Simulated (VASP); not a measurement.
Consider the following.

```yaml
crystal:
  lattice:
    - [0.00000, 2.36040, 2.36040]
    - [2.36040, 0.00000, 2.36040]
    - [2.36040, 2.36040, 0.00000]
  atoms:
    - { symbol: Na, position: [0.00000, 0.00000, 0.00000] }
    - { symbol: F, position: [0.50000, 0.50000, 0.50000] }
```

Level of theory: PBEsol GGA, VASP's PBE PAW potentials (set 64) (plane waves; VASP). Run with 520 eV cut-off, 10×10×10 Γ-centred mesh, Gaussian smearing of 0.050 eV, potentials Na_pv F.

Problem. Give the stress tensor in GPa (positive for a compressed cell).

Solution. 
```
-2.55   0.00   0.00
 0.00  -2.55   0.00
 0.00   0.00  -2.55
```
The pressure is its mean diagonal, -2.55 GPa.

The compound is NaF in the rock salt structure. This cell is one point of a volume scan, at 1.06 of the reference volume.
